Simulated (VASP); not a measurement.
Level of theory: PBEsol GGA, VASP's PBE PAW potentials (set 64) (plane waves; VASP).

Input for VASP

### INCAR
```
SYSTEM = Hg3ZnSe4
PREC = Accurate; ENCUT = 400; LREAL = F
LASPH = T
EDIFF = 1E-7; NELM = 100; ALGO = Normal
LMAXMIX = 6
ISMEAR = -5
GGA = PS
ISIF = 2
LWAVE = F; LCHARG = T; LORBIT = 11
NEDOS = 601
```

### KPOINTS
```
Automatic mesh
0
Gamma
4 4 7
0 0 0
```

**POSCAR**
```
Hg3ZnSe4
6.0290120
 -0.0013761825   0.9971557902   1.0000000669
  0.9971557902  -0.0013761825   1.0000000669
  0.4978898039   0.4978898039   0.0000000000
Zn Se Hg
1 4 3
direct
  0.0010352895   0.0010352895   0.9979294211
  0.1123738065   0.1123738065   0.2752523870
  0.1183897764   0.6456117659   0.2359984576
  0.6456117659   0.1183897764   0.2359984576
  0.6252644680   0.6252644680   0.2494710641
  0.0042785960   0.4956447634   0.0000766405
  0.4956447634   0.0042785960   0.0000766405
  0.4974015342   0.4974015342   0.0051969316
```

POTCAR, in this order: Zn Se Hg (PBE.64 set). Program: vasp_std.

The resulting files:

OUTCAR:
```
 ion  position               nearest neighbor table
   1  0.001  0.001  0.998-   3 2.47   4 2.47   2 2.51   2 2.51
   2  0.112  0.112  0.275-   1 2.51   1 2.51   6 2.67   7 2.67
   3  0.118  0.646  0.236-   1 2.47   8 2.64   6 2.66   6 2.66
   4  0.646  0.118  0.236-   1 2.47   8 2.64   7 2.66   7 2.66
   5  0.625  0.625  0.249-   8 2.62   8 2.62   7 2.64   6 2.64
   6  0.004  0.496  0.000-   5 2.64   3 2.66   3 2.66   2 2.67
   7  0.496  0.004  0.000-   5 2.64   4 2.66   4 2.66   2 2.67
   8  0.497  0.497  0.005-   5 2.62   5 2.62   3 2.64   4 2.64
  LATTYP: Found a base centered orthorhombic cell.
 ALAT       =     8.5137936811
 B/A-ratio  =     1.4162928136
 C/A-ratio  =     0.4986217943
 Subroutine PRICEL returns:
 Original cell was already a primitive cell.
 Subroutine GETGRP returns: Found  4 space group operations
The static configuration has the point symmetry C_2v.
The dynamic configuration has the point symmetry C_2v.
 Subroutine INISYM returns: Found  4 space group operations
 Subroutine IBZKPT returns following result:
 Found     37 irreducible k-points:

 Following reciprocal coordinates:
            Coordinates               Weight
  0.000000  0.000000  0.000000      1.000000
...
```

OSZICAR:
```
       N       E                     dE             d eps       ncg     rms          rms(c)
DAV:   1     0.507376848537E+03    0.50738E+03   -0.28571E+04  3182   0.131E+03
DAV:   2     0.231776887118E+02   -0.48420E+03   -0.47047E+03  3382   0.344E+02
DAV:   3    -0.213236925651E+02   -0.44501E+02   -0.44108E+02  3711   0.107E+02
DAV:   4    -0.223047370360E+02   -0.98104E+00   -0.97705E+00  3601   0.164E+01
DAV:   5    -0.223158889318E+02   -0.11152E-01   -0.11144E-01  3699   0.167E+00    0.146E+01
DAV:   6    -0.210528426857E+02    0.12630E+01   -0.30652E+00  4010   0.240E+01    0.110E+01
DAV:   7    -0.210722383470E+02   -0.19396E-01   -0.19182E+00  4021   0.984E+00    0.457E+00
DAV:   8    -0.210408262689E+02    0.31412E-01   -0.30443E-01  3982   0.780E+00    0.776E-01
DAV:   9    -0.210410701699E+02   -0.24390E-03   -0.30675E-02  3758   0.222E+00    0.264E-01
DAV:  10    -0.210411868555E+02   -0.11669E-03   -0.65030E-03  3657   0.622E-01    0.123E-01
DAV:  11    -0.210410843726E+02    0.10248E-03   -0.11178E-03  3537   0.462E-01    0.610E-02
DAV:  12    -0.210411140100E+02   -0.29637E-04   -0.43541E-04  4033   0.286E-01    0.429E-02
DAV:  13    -0.210411036996E+02    0.10310E-04   -0.61145E-05  4140   0.158E-01    0.136E-02
DAV:  14    -0.210411039864E+02   -0.28679E-06   -0.90070E-06  4324   0.647E-02    0.659E-03
DAV:  15    -0.210411039044E+02    0.81948E-07   -0.40015E-06  3461   0.163E-02    0.289E-03
DAV:  16    -0.210411038376E+02    0.66787E-07   -0.11377E-06  3518   0.638E-03    0.291E-03
DAV:  17    -0.210411037724E+02    0.65212E-07   -0.14993E-07  2080   0.104E-02
   1 F= -.21041104E+02 E0= -.21041104E+02  d E =0.000000E+00
```

File OUTCAR:
```
------------------------ aborting loop because EDIFF is reached ----------------------------------------
  FORCE on cell =-STRESS in cart. coord.  units (eV):
  Direction    XX          YY          ZZ          XY          YZ          ZX
  --------------------------------------------------------------------------------------
  Total       -0.0789010     -0.0789010     -0.0369861      0.0356059      0.0000000      0.0000000
  in kB       -0.5801356     -0.5801356     -0.2719478      0.2617992      0.0000000      0.0000000
  external PRESSURE =      -0.4774064 kB  Pullay stress =       0.0000000 kB
  volume of cell :      217.90
      direct lattice vectors                 reciprocal lattice vectors
    -0.008297021  6.011864225  6.029012404    -0.083054254  0.083054254  0.082932322
     6.011864225 -0.008297021  6.029012404     0.083054254 -0.083054254  0.082932322
     3.001783602  3.001783602  0.000000000     0.166567637  0.166567637 -0.165864645
 POSITION                                       TOTAL-FORCE (eV/Angst)
 -----------------------------------------------------------------------------------
      3.00178      3.00178      0.01248         0.000000      0.000000     -0.006814
      1.50089      1.50089      1.35501        -0.000000     -0.000000      0.015069
      4.58876      1.41480      4.60617        -0.000269      0.000269      0.002961
      1.41480      4.58876      4.60617         0.000269     -0.000269      0.002961
      4.50268      4.50268      7.53945        -0.000000     -0.000000      0.015763
      2.97994      0.02184      3.01404        -0.000624      0.000624     -0.012238
      0.02184      2.97994      3.01404         0.000624     -0.000624     -0.012238
      3.00178      3.00178      5.99768         0.000000      0.000000     -0.005465
 -----------------------------------------------------------------------------------
    total drift:                                0.000001      0.000001     -0.001343
  FREE ENERGIE OF THE ION-ELECTRON SYSTEM (eV)
  ---------------------------------------------------
  free  energy   TOTEN  =       -21.0411037724 eV

  energy  without entropy=      -21.0411037724  energy(sigma->0) =      -21.04110377

 total charge

# of ion       s       p       d       tot
------------------------------------------
    1        0.535   0.407   9.778  10.720
    2        1.454   2.318   0.029   3.801
    3        1.459   2.313   0.033   3.805
    4        1.459   2.313   0.033   3.805
    5        1.465   2.304   0.037   3.805
    6        0.708   0.401   9.383  10.491
    7        0.708   0.401   9.383  10.491
    8        0.712   0.423   9.381  10.516
--------------------------------------------------
tot          8.498  10.880  38.057  57.434
```
(Selected blocks of OUTCAR.)

The structure was generated: Hg3ZnSe4 was put into an ordered model structure (Amm2), which need not be its known phase. It was relaxed first.
